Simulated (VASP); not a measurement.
```xyz
6
Lattice="4.3634 0.0000 0.0000 0.0000 4.3634 0.0000 0.0000 0.0000 4.3634" Properties=species:S:1:pos:R:3 pbc="T T T"
Cu     3.2725     1.0908     3.2725
Cu     1.0908     3.2725     3.2725
Cu     3.2725     3.2725     1.0908
Cu     1.0908     1.0908     1.0908
O      0.0000     0.0000     0.0000
O      2.1817     2.1817     2.1817
```

Calculation: RPBE GGA, VASP's PBE PAW potentials (set 64) (plane waves; VASP 6.6.1). Numerical set-up: 520 eV cut-off, Gaussian smearing of 0.050 eV, potentials Cu O.

Give the energies of bands 18 to 31 at the high-symmetry points, in eV from the valence-band maximum.

| band | Γ | X | M | R |
|---|---|---|---|---|
| 18 | -1.71 | -1.82 | -1.96 | -1.74 |
| 19 | -1.71 | -1.81 | -1.73 | -1.74 |
| 20 | -1.58 | -1.81 | -1.73 | -1.57 |
| 21 | -1.58 | -1.68 | -1.73 | -1.57 |
| 22 | -1.58 | -1.68 | -1.73 | -1.57 |
| 23 | -1.43 | -1.52 | -1.32 | -1.47 |
| 24 | -1.43 | -1.52 | -1.32 | -1.47 |
| 25 | -1.43 | -1.08 | -1.09 | -0.92 |
| 26 | 0.00 | -1.08 | -1.09 | -0.52 |
| 27 | 0.00 | -0.35 | -0.59 | -0.52 |
| 28 | 0.00 | -0.35 | -0.59 | -0.52 |
| 29 | 0.40 | 2.12 | 1.91 | 2.59 |
| 30 | 1.50 | 2.12 | 1.91 | 2.59 |
| 31 | 1.50 | 4.28 | 3.73 | 2.59 |

The gap is direct, 0.40 eV, from the valence maximum at Γ to the conduction minimum at Γ.

Measured: gap 2.20 eV (computed value off by -1.80 eV), as given by Wei Chen et al., Physical Review Materials (2018), doi:10.1103/physrevmaterials.2.073803 [zero-point renormalisation of 0.03 eV added back (the table's ZPR column)].

The compound is Cu2O in the cuprite structure. It was relaxed first, which changed the volume by +7 %.
